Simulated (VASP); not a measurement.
Level of theory: PBEsol GGA, VASP's PBE PAW potentials (set 64) (plane waves; VASP 6.6.1).

A VASP calculation is set up with these files.

**KPOINTS**
```
Automatic mesh
0
Gamma
 6 6 6
```

POSCAR:
```
Hg4S3Se
1.0
  5.9507743830   0.0000000000   0.0000000000
  0.0000000000   5.9507743830   0.0000000000
  0.0000000000   0.0000000000   5.9507743830
Hg Se S
4 1 3
Direct
  0.9940845896   0.9940845896   0.9940845896
  0.5059154104   0.5059154104   0.9940845896
  0.5059154104   0.9940845896   0.5059154104
  0.9940845896   0.5059154104   0.5059154104
  0.2500000000   0.2500000000   0.2500000000
  0.7500000000   0.7500000000   0.2500000000
  0.7500000000   0.2500000000   0.7500000000
  0.2500000000   0.7500000000   0.7500000000
```

**INCAR**
```
LORBIT = 11
LMAXMIX = 6
LREAL = F   ! projection in real space or not
NEDOS = 601
LEFG = T
ISMEAR = -5   ! tetrahedra, Bloechl
SYSTEM = Hg4S3Se
GGA = PS
PREC = Accurate
ENCUT = 400
LWAVE = F
EDIFF = 1E-7   ! SCF stop (eV)
ISIF = 2   ! forces and stress, cell fixed
ALGO = Normal
NELM = 100   ! most electronic steps
LASPH = T   ! aspherical one-centre terms
LCHARG = T
```

POTCAR, in this order: Hg Se S (PBE.64 set). Program: vasp_std.

The run wrote:

OSZICAR:
```
       N       E                     dE             d eps       ncg     rms          rms(c)
DAV:   1     0.467510520252E+03    0.46751E+03   -0.29595E+04  1720   0.123E+03
DAV:   2     0.852073143377E+01   -0.45899E+03   -0.44966E+03  1925   0.328E+02
DAV:   3    -0.216804088175E+02   -0.30201E+02   -0.29978E+02  2027   0.805E+01
DAV:   4    -0.221602573997E+02   -0.47985E+00   -0.47848E+00  1903   0.103E+01
DAV:   5    -0.221690334110E+02   -0.87760E-02   -0.87712E-02  1995   0.138E+00    0.196E+01
DAV:   6    -0.206267968964E+02    0.15422E+01   -0.38481E+00  2150   0.174E+01    0.147E+01
DAV:   7    -0.206501357477E+02   -0.23339E-01   -0.17508E+00  1826   0.576E+00    0.532E+00
DAV:   8    -0.206175161609E+02    0.32620E-01   -0.33328E-01  2130   0.442E+00    0.835E-01
DAV:   9    -0.206139784547E+02    0.35377E-02   -0.42016E-02  2101   0.180E+00    0.210E-01
DAV:  10    -0.206139812956E+02   -0.28410E-05   -0.19496E-03  1837   0.207E-01    0.133E-01
DAV:  11    -0.206139477675E+02    0.33528E-04   -0.18744E-04  2152   0.712E-02    0.894E-02
DAV:  12    -0.206139630426E+02   -0.15275E-04   -0.60687E-05  2048   0.526E-02    0.238E-02
DAV:  13    -0.206139663872E+02   -0.33446E-05   -0.33789E-05  2248   0.322E-02    0.948E-03
DAV:  14    -0.206139668204E+02   -0.43325E-06   -0.40533E-06  1904   0.134E-02    0.607E-03
DAV:  15    -0.206139668741E+02   -0.53710E-07   -0.11688E-06  1859   0.401E-03    0.221E-03
DAV:  16    -0.206139667601E+02    0.11407E-06   -0.10864E-07  1007   0.141E-03    0.738E-04
DAV:  17    -0.206139667262E+02    0.33820E-07   -0.30431E-08  1010   0.864E-04
   1 F= -.20613967E+02 E0= -.20613967E+02  d E =0.000000E+00
```

**OUTCAR**
```
------------------------ aborting loop because EDIFF is reached ----------------------------------------
  FORCE on cell =-STRESS in cart. coord.  units (eV):
  Direction    XX          YY          ZZ          XY          YZ          ZX
  --------------------------------------------------------------------------------------
  Total        0.0286102      0.0286102      0.0286102     -0.0000000      0.0000000      0.0000000
  in kB        0.2175256      0.2175256      0.2175256     -0.0000000      0.0000000      0.0000000
  external PRESSURE =       0.2175256 kB  Pullay stress =       0.0000000 kB
  volume of cell :      210.73
      direct lattice vectors                 reciprocal lattice vectors
     5.950774383  0.000000000  0.000000000     0.168045356  0.000000000  0.000000000
     0.000000000  5.950774383  0.000000000     0.000000000  0.168045356  0.000000000
     0.000000000  0.000000000  5.950774383     0.000000000  0.000000000  0.168045356
 POSITION                                       TOTAL-FORCE (eV/Angst)
 -----------------------------------------------------------------------------------
      5.91557      5.91557      5.91557        -0.011278     -0.011278     -0.011278
      3.01059      3.01059      5.91557         0.011278      0.011278     -0.011278
      3.01059      5.91557      3.01059         0.011278     -0.011278      0.011278
      5.91557      3.01059      3.01059        -0.011278      0.011278      0.011278
      1.48769      1.48769      1.48769        -0.000000     -0.000000      0.000000
      4.46308      4.46308      1.48769        -0.000000     -0.000000     -0.000000
      4.46308      1.48769      4.46308        -0.000000     -0.000000     -0.000000
      1.48769      4.46308      4.46308        -0.000000     -0.000000      0.000000
 -----------------------------------------------------------------------------------
    total drift:                                0.000000      0.000000      0.000000
  FREE ENERGIE OF THE ION-ELECTRON SYSTEM (eV)
  ---------------------------------------------------
  free  energy   TOTEN  =       -20.6139667262 eV

  energy  without entropy=      -20.6139667262  energy(sigma->0) =      -20.61396673

 total charge

# of ion       s       p       d       tot
------------------------------------------
    1        0.688   0.410   9.390  10.488
    2        0.688   0.410   9.390  10.488
    3        0.688   0.410   9.390  10.488
    4        0.688   0.410   9.390  10.488
    5        1.463   2.297   0.036   3.796
    6        1.339   2.284   0.000   3.623
    7        1.339   2.284   0.000   3.623
    8        1.339   2.284   0.000   3.623
--------------------------------------------------
tot          8.234  10.789  37.594  56.617

 Electric field gradients after diagonalization (V/A^2)
 (convention: |V_zz| > |V_xx| > |V_yy|)
----------------------------------------------------------------------
 ion       V_xx      V_yy      V_zz     asymmetry (V_yy - V_xx)/ V_zz
----------------------------------------------------------------------
   1      -7.603    -7.603    15.205       0.000
   2      -7.603    -7.603    15.205       0.000
   3      -7.603    -7.603    15.205       0.000
   4      -7.603    -7.603    15.205       0.000
   5      -0.000    -0.000    -0.000      -0.373
   6      -7.194    -7.194    14.388       0.000
   7      -7.194    -7.194    14.388       0.000
   8      -7.194    -7.194    14.388       0.000
```
(Selected blocks of OUTCAR.)

For a metal the tetrahedron method with Blöchl corrections gives inexact stress and forces.

The structure was generated: Hg4S3Se was put into an ordered model structure (P-43m), which need not be its known phase. It was relaxed first.
